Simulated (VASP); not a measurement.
Input:

```
CELL_PARAMETERS angstrom
      4.00829     0.00000     0.00000
      0.00000     4.00829     0.00000
      0.00000     0.00000     4.00829
ATOMIC_POSITIONS crystal
  K  0.00000 0.00000 0.00000
  Ta 0.50000 0.50000 0.50000
  O  0.50000 0.00000 0.50000
  O  0.00000 0.50000 0.50000
  O  0.50000 0.50000 0.00000
```

Computed with rev-vdW-DF2, VASP's PBE PAW potentials (set 64) (plane waves; VASP). Numerical set-up: 520 eV cut-off, 6×6×6 Γ-centred mesh, tetrahedra with Blöchl corrections, potentials K_sv Ta_pv O.

The cores are frozen, which limits the accuracy of field gradients.

Give the principal components of the electric field gradient (V/Å²) and the asymmetry η at each nucleus.

| atom | Vxx | Vyy | Vzz | η |
|---|---|---|---|---|
| K1 | 0.0 | 0.0 | 0.0 | - |
| Ta2 | 0.0 | 0.0 | 0.0 | - |
| O3 | -9.6 | -9.6 | 19.2 | 0.00 |
| O4 | -9.6 | -9.6 | 19.2 | 0.00 |
| O5 | -9.6 | -9.6 | 19.2 | 0.00 |

The compound is KTaO3 in the cubic perovskite structure. It was relaxed first.
